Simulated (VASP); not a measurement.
VASP ran on this input.

### INCAR
```
! general
SYSTEM  =SnS2
PREC    =Accurate
ENCUT   =480
LREAL   =.FALSE.
LASPH   =.TRUE.

! electronic loop
EDIFF   =1E-6
NELM    =100
ALGO    =Normal
LMAXMIX =4

! smearing
ISMEAR  =0
SIGMA   =0.05

! functional
GGA     =BO
LUSE_VDW=.TRUE.
AGGAC   =0.0
PARAM1  =0.1833333333
PARAM2  =0.22

! ions
IBRION  =2
NSW     =60
ISIF    =3
EDIFFG  =-0.02

! output
LWAVE   =.FALSE.
LCHARG  =.FALSE.
```

File POSCAR:
```
SnS2
1
    3.7112698906    -0.0000000000    -0.0000000000
   -1.8556349453     3.2140542958     0.0000000000
   -0.0000000000     0.0000000000     5.9302343647
Sn S
1 2
Direct
  1.0000000000   0.0000000000   1.0000000000
  0.3333330000   0.6666670000   0.2501298551
  0.6666670000   0.3333330000   0.7498701449
```

File KPOINTS:
```
kpoints
0
Gamma
 6 6 4
0 0 0
```

POTCAR, in this order: Sn_d S (PBE.64 set). Program: vasp_std.

Task: Translate this optB88-vdW calculation to Quantum ESPRESSO's pw.x.

Result: One equivalent input (not run):
```
&CONTROL
  calculation = 'vc-relax'
  pseudo_dir = './pseudo'
  outdir = './out'
  tprnfor = .true.
  tstress = .true.
  nstep = 60
  forc_conv_thr = 0.00078
/
&SYSTEM
  ibrav = 0
  nat = 3
  ntyp = 2
  ecutwfc = 72
  occupations = 'smearing'
  smearing = 'gaussian'
  degauss = 0.003675
  input_dft = 'vdw-df-obk8'
/
&ELECTRONS
  conv_thr = 7.3e-08
  electron_maxstep = 100
/
&IONS
/
&CELL
/
ATOMIC_SPECIES
  Sn 118.710 Sn.upf
  S 32.060 S.upf
CELL_PARAMETERS angstrom
     3.7112699   -0.0000000   -0.0000000
    -1.8556349    3.2140543    0.0000000
    -0.0000000    0.0000000    5.9302344
ATOMIC_POSITIONS crystal
  Sn   1.0000000  0.0000000  1.0000000
  S    0.3333330  0.6666670  0.2501299
  S    0.6666670  0.3333330  0.7498701
K_POINTS automatic
  6 6 4 0 0 0
```
What does not carry over: the potentials are each code's own (VASP's PAW set, PseudoDojo norm-conserving files in pw.x), so ENCUT and ecutwfc are chosen apart and not converted; conv_thr bounds pw.x's estimated SCF error, while EDIFF bounds the energy change between steps; forc_conv_thr acts on force components and is met together with etot_conv_thr.

The compound is SnS2 in the 1T layered structure. It was relaxed first. The start is the result of an earlier pass.
